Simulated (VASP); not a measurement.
A convergence study with VASP on CdSe (zinc blende): one setting is varied, all else stays as given below, so the limit is that of these other settings. Each run relaxes cell and ions; the cell shown is the tightest run's result.

```yaml
crystal:
  lattice:
    - [0.00000, 3.10338, 3.10338]
    - [3.10338, 0.00000, 3.10338]
    - [3.10338, 3.10338, 0.00000]
  atoms:
    - { symbol: Cd, position: [0.00000, 0.00000, 0.00000] }
    - { symbol: Se, position: [0.25000, 0.25000, 0.25000] }
```

The numbers are results of PBE GGA, VASP's PBE PAW potentials (set 64) (plane waves; VASP 6.6.1), not measurements. The tightest run used: 550 eV cut-off, 12×12×12 Γ-centred mesh, Gaussian smearing of 0.050 eV, potentials Cd Se.

The reference is 12×12×12 mesh, which took about 2 core-minutes. The timings are rough (shared machines, no repeats); factors under 2 mean little.

Task: Of the settings 2×2×2 mesh; 3×3×3 mesh; 4×4×4 mesh; 5×5×5 mesh; 6×6×6 mesh; 7×7×7 mesh; 8×8×8 mesh; 9×9×9 mesh; 10×10×10 mesh; 11×11×11 mesh; 12×12×12 mesh, which is the lowest that keeps the difference from the reference in relaxed volume (Å³/atom) within 0.05 from there on, and what does it cost?

Result: 5×5×5 mesh; its cost over the reference is about 1/5.
```tsv
setting	difference in relaxed volume (Å³/atom)	cost over the reference
2×2×2 mesh	2.341	about 1/3
3×3×3 mesh	0.460	about 1/8
4×4×4 mesh	0.107	about 1/6
5×5×5 mesh	0.025	about 1/5
6×6×6 mesh	0.005	about 1/4
7×7×7 mesh	0.001	about 1/3
8×8×8 mesh	0.001	about 1/2
9×9×9 mesh	0.001	within a factor of 2
10×10×10 mesh	0.001	within a factor of 2
11×11×11 mesh	0.000	within a factor of 2
12×12×12 mesh	0.000	reference
```

Left out are rungs that failed or repeat a setting and relaxations that didn't move; long series are thinned to 24 rows.

The compound is CdSe in the zinc blende structure, whereas wurtzite is the usual form.
